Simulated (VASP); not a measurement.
These are PBE GGA, VASP's PBE PAW potentials (set 64) (plane waves; VASP) values and carry that method's errors.

VASP input:

**INCAR**
```
SYSTEM = NaCl
PREC = Accurate; ENCUT = 300; LREAL = .False.
LASPH = .True.
EDIFF = 1E-6; NELM = 100; ALGO = Normal
ISMEAR = 0; SIGMA = 0.01
GGA = PE
ISIF = 2
LWAVE = .False.; LCHARG = .False.
```

**KPOINTS**
```
Regular mesh
0
gamma
  25 25 25
```

### POSCAR
```
NaCl
1
    0.0000000000     2.7881970000     2.7881970000
    2.7881970000     0.0000000000     2.7881970000
    2.7881970000     2.7881970000     0.0000000000
Na Cl
1 1
Direct
  0.0000000000   0.0000000000   0.0000000000
  0.5000000000   0.5000000000   0.5000000000
```

POTCAR, in this order: Na_pv Cl (PBE.64 set). Program: vasp_std.

The resulting files:

OSZICAR:
```
       N       E                     dE             d eps       ncg     rms          rms(c)
DAV:   1     0.712292374137E+02    0.71229E+02   -0.57661E+03 10579   0.871E+02
DAV:   2    -0.160273759906E+01   -0.72832E+02   -0.68068E+02 11235   0.225E+02
DAV:   3    -0.686400189127E+01   -0.52613E+01   -0.52383E+01 12055   0.650E+01
DAV:   4    -0.695282452240E+01   -0.88823E-01   -0.88766E-01 11462   0.927E+00
DAV:   5    -0.695488047149E+01   -0.20559E-02   -0.20558E-02 13083   0.133E+00    0.220E+00
DAV:   6    -0.676962720959E+01    0.18525E+00   -0.36913E-01 11496   0.408E+00    0.169E+00
DAV:   7    -0.675791646250E+01    0.11711E-01   -0.89853E-02 11718   0.203E+00    0.111E+00
DAV:   8    -0.676319295574E+01   -0.52765E-02   -0.87443E-03 10448   0.100E+00    0.231E-01
DAV:   9    -0.676313832600E+01    0.54630E-04   -0.17190E-04 12365   0.127E-01    0.117E-01
DAV:  10    -0.676325738965E+01   -0.11906E-03   -0.24028E-04 10424   0.149E-01    0.344E-02
DAV:  11    -0.676325325382E+01    0.41358E-05   -0.14972E-05 11816   0.431E-02    0.300E-03
DAV:  12    -0.676325402719E+01   -0.77337E-06   -0.71560E-07 10660   0.946E-03
   1 F= -.67632540E+01 E0= -.67632540E+01  d E =-.108537E-17
```

### OUTCAR
```
------------------------ aborting loop because EDIFF is reached ----------------------------------------
  FORCE on cell =-STRESS in cart. coord.  units (eV):
  Direction    XX          YY          ZZ          XY          YZ          ZX
  --------------------------------------------------------------------------------------
  Total        0.4031134      0.4031134      0.4031134      0.0000000      0.0000000     -0.0000000
  in kB       14.8983261     14.8983261     14.8983261      0.0000000      0.0000000     -0.0000000
  external PRESSURE =      14.8983261 kB  Pullay stress =       0.0000000 kB
  volume of cell :       43.35
      direct lattice vectors                 reciprocal lattice vectors
     0.000000000  2.788197000  2.788197000    -0.179327357  0.179327357  0.179327357
     2.788197000  0.000000000  2.788197000     0.179327357 -0.179327357  0.179327357
     2.788197000  2.788197000  0.000000000     0.179327357  0.179327357 -0.179327357
  FREE ENERGIE OF THE ION-ELECTRON SYSTEM (eV)
  ---------------------------------------------------
  free  energy   TOTEN  =        -6.7632540272 eV

  energy  without entropy=       -6.7632540272  energy(sigma->0) =       -6.76325403
```
(Selected blocks of OUTCAR.)

At this cut-off the stress carries a Pulay error, which pulls relaxed volumes low.

The structure comes from a computed database's NaCl entry; how it stands against other phases isn't given here. The cell was not relaxed at this level. The run is one of a series of settings (KPOINTS 25×25×25 Γ-centred mesh against the base run), some of them coarse on purpose.
